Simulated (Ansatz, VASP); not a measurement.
Given: the input of a run of Ansatz 0.2.0 on SiRh3.

input.yaml

```yaml
crystal:
  lattice:
    - [-1.9714907258, 1.9714907258, 3.7413101923]
    - [1.9714907258, -1.9714907258, 3.7413101923]
    - [1.9714907258, 1.9714907258, -3.7413101923]
  atoms:
    - { symbol: Rh, position: [0.5, 0.5, 0.0] }
    - { symbol: Rh, position: [0.25, 0.75, 0.5] }
    - { symbol: Rh, position: [0.75, 0.25, 0.5] }
    - { symbol: Si, position: [0.0, 0.0, 0.0] }
hamiltonian:
  xc: pbe
  pseudopotentials: { kind: paw }
kpoints:
  mp_grid: { grid: [10, 10, 10] }
scf:
  occupations: { method: fermi_dirac, width: 0.05 }
output:
  forces: true
  stress: true
  eigenvalues: true
```

Potentials or basis: Ansatz PAW.

The run is started by

```sh
$ ansatz run input.yaml --threads 2 --pin off --max-ram 5120MiB --backend cpu --events-out ev --progress --plain --runs-dir out
```

**Question.** Set up the same calculation for VASP 6.6.1. Potentials there: VASP PAW PBE potentials, release 64 (Rh_pv, Si).

**Answer.** As run (the cutoff follows the program's own potentials):

File INCAR:

```
SYSTEM = SiRh3
  PREC = Accurate
  ENCUT = 520
  EDIFF = 1E-7
  ISMEAR = -1
  SIGMA = 0.05
  LREAL = .FALSE.
  LASPH = .TRUE.
  NELM = 80
  ALGO = Normal
  ISIF = 2
  LWAVE = .FALSE.
  LCHARG = .FALSE.
  GGA = PE
  NBANDS = 32
```

File KPOINTS:

```
regular mesh
0
G
  10 10 10
  0 0 0
```

POSCAR

```
SiRh3
1.0
   -1.9714907258      1.9714907258      3.7413101923
    1.9714907258     -1.9714907258      3.7413101923
    1.9714907258      1.9714907258     -3.7413101923
Rh Si
3 1
Direct
    0.5000000000      0.5000000000      0.0000000000
    0.2500000000      0.7500000000      0.5000000000
    0.7500000000      0.2500000000      0.5000000000
    0.0000000000      0.0000000000      0.0000000000
```

Potentials or basis: VASP PAW PBE potentials, release 64 (Rh_pv, Si).

Run with:

```sh
$ cat potpaw_PBE.64/Rh_pv/POTCAR potpaw_PBE.64/Si/POTCAR > POTCAR
$ mpirun -np 1 vasp_std > vasp.out
```

Both were run:

|  | VASP | Ansatz | Ansatz less VASP |
| --- | --- | --- | --- |
| gap on the k mesh at the Fermi level (eV) | none | none | - |
| pressure (GPa) | -13.7 | -13.7 | -0.02 |

A gap of «none» marks a metal or a gap that the smearing closes. The two sets of potentials don't hold the same shells in valence.
